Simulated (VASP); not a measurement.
Given:

```yaml
crystal:
  lattice:
    - [0.00000, 3.25306, 3.25306]
    - [3.25306, 0.00000, 3.25306]
    - [3.25306, 3.25306, 0.00000]
  atoms:
    - { symbol: Na, position: [0.00000, 0.00000, 0.00000] }
    - { symbol: I, position: [0.50000, 0.50000, 0.50000] }
```

Calculation: AM05 GGA, VASP's PBE PAW potentials (set 64) (plane waves; VASP). Settings: 520 eV cut-off, 7×7×7 Γ-centred mesh, Gaussian smearing of 0.050 eV, potentials Na_pv I.

Unless said otherwise, spin-orbit coupling is left out, though it shifts the bands of the heavy elements here.

Predict the energy per atom (σ→0), band gap (on the k-mesh) with the smallest direct gap where there is one.

```json
{
  "band gap (on the k-mesh)": "3.63 eV",
  "smallest direct gap (on the k-mesh)": "3.63 eV",
  "energy per atom (σ→0)": "-2.659 eV/atom"
}
```

The absolute energy has meaning only against runs of the same code, potentials and settings.

The compound is NaI in the rock salt structure. It was relaxed first.
